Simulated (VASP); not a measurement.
These are r2SCAN meta-GGA, VASP's PBE PAW potentials (set 64) (plane waves; VASP) values and carry that method's errors.

VASP ran on this input.

**INCAR**
```
NELM  =  100
EDIFF  =  1E-7   ! SCF stop (eV)
ISIF  =  2   ! forces and stress, cell fixed
NEDOS  =  601   ! DOS grid
LASPH  =  T
PREC  =  Accurate
ISMEAR  =  -5   ! tetrahedra, Bloechl
LMIXTAU  =  T
ENCUT  =  400   ! plane-wave cut-off (eV)
SYSTEM  =  Mg
LWAVE  =  F
ALGO  =  Normal   ! blocked Davidson
METAGGA  =  R2SCAN
LCHARG  =  F
LORBIT  =  11   ! lm-projected
LREAL  =  F
```

### KPOINTS
```
Regular mesh
0
G
 14 14 14
0 0 0
```

**POSCAR**
```
Mg
1
    2.9870079715     0.0000000000     0.0000000000
    0.0000000000     2.9870079715     0.0000000000
    0.0000000000     0.0000000000     2.9870079715
Mg
1
Direct
  0.0000000000   0.0000000000   0.0000000000
```

KPOINTS_OPT:
```
k-points along high-symmetry lines
10
Line-mode
Reciprocal
  0.000000   0.000000   0.000000 ! GAMMA
  0.000000   0.500000   0.000000 ! X

  0.000000   0.500000   0.000000 ! X
  0.500000   0.500000   0.000000 ! M

  0.500000   0.500000   0.000000 ! M
  0.000000   0.000000   0.000000 ! GAMMA

  0.000000   0.000000   0.000000 ! GAMMA
  0.500000   0.500000   0.500000 ! R

  0.500000   0.500000   0.500000 ! R
  0.000000   0.500000   0.000000 ! X

  0.500000   0.500000   0.500000 ! R
  0.500000   0.500000   0.000000 ! M
```

POTCAR, in this order: Mg (PBE.64 set). Program: vasp_std.

The resulting files:

File OSZICAR:
```
       N       E                     dE             d eps       ncg     rms          rms(c)
DAV:   1    -0.310833153412E+01   -0.31083E+01   -0.61748E+02  1315   0.210E+02
DAV:   2    -0.379153745291E+01   -0.68321E+00   -0.63557E+00  1550   0.139E+01
DAV:   3    -0.379539606874E+01   -0.38586E-02   -0.38919E-02  1625   0.128E+00
DAV:   4    -0.379540506534E+01   -0.89966E-05   -0.91001E-05  1685   0.496E-02
DAV:   5    -0.379540509865E+01   -0.33310E-07   -0.33515E-07  1610   0.224E-03    0.545E-01
DAV:   6    -0.365438809591E+01    0.14102E+00   -0.48014E-02  1255   0.137E+00    0.364E-01
DAV:   7    -0.375783586010E+01   -0.10345E+00   -0.23010E-02  1230   0.105E+00    0.459E-02
DAV:   8    -0.368354586954E+01    0.74290E-01   -0.22708E-02  1225   0.683E-01    0.621E-02
DAV:   9    -0.368423309099E+01   -0.68722E-03   -0.67466E-04  1380   0.171E-01    0.569E-02
DAV:  10    -0.368570084763E+01   -0.14678E-02   -0.95260E-04  1325   0.183E-01    0.398E-02
DAV:  11    -0.368744431514E+01   -0.17435E-02   -0.10861E-03  1315   0.204E-01    0.209E-02
DAV:  12    -0.368486688918E+01    0.25774E-02   -0.91676E-04  1220   0.171E-01    0.104E-02
DAV:  13    -0.368500367764E+01   -0.13679E-03   -0.12415E-04  1375   0.848E-02    0.550E-03
DAV:  14    -0.368499575401E+01    0.79236E-05   -0.40232E-06  1370   0.210E-02    0.349E-03
DAV:  15    -0.368499938183E+01   -0.36278E-05   -0.57940E-07  1490   0.713E-03    0.123E-03
DAV:  16    -0.368499492443E+01    0.44574E-05   -0.15685E-06  1290   0.811E-03    0.700E-04
DAV:  17    -0.368499501244E+01   -0.88008E-07   -0.22546E-07  1460   0.396E-03
   1 F= -.36849950E+01 E0= -.36849950E+01  d E =0.000000E+00
       N       E                     dE             ncg
```

OUTCAR:
```
------------------------ aborting loop because EDIFF is reached ----------------------------------------
  FORCE on cell =-STRESS in cart. coord.  units (eV):
  Direction    XX          YY          ZZ          XY          YZ          ZX
  --------------------------------------------------------------------------------------
  Total        0.0389477      0.0389477      0.0389477      0.0000000     -0.0000000     -0.0000000
  in kB        2.3414392      2.3414392      2.3414392      0.0000000     -0.0000000     -0.0000000
  external PRESSURE =       2.3414392 kB  Pullay stress =       0.0000000 kB
  volume of cell :       26.65
      direct lattice vectors                 reciprocal lattice vectors
     2.987007972  0.000000000  0.000000000     0.334783171  0.000000000  0.000000000
     0.000000000  2.987007972  0.000000000     0.000000000  0.334783171  0.000000000
     0.000000000  0.000000000  2.987007972     0.000000000  0.000000000  0.334783171
 POSITION                                       TOTAL-FORCE (eV/Angst)
 -----------------------------------------------------------------------------------
      0.00000      0.00000      0.00000         0.000000      0.000000      0.000000
 -----------------------------------------------------------------------------------
    total drift:                               -0.000000      0.000000      0.000000
  FREE ENERGIE OF THE ION-ELECTRON SYSTEM (eV)
  ---------------------------------------------------
  free  energy   TOTEN  =        -3.6849950124 eV

  energy  without entropy=       -3.6849950124  energy(sigma->0) =       -3.68499501

 total charge

# of ion       s       p       d       tot
------------------------------------------
    1        0.230   0.104   0.008   0.343
```
(Selected blocks of OUTCAR.)

For a metal the tetrahedron method with Blöchl corrections gives inexact stress and forces.

The structure was generated: Mg was put into the simple-cubic type (Pm-3m), which need not be its known phase. It was relaxed first.
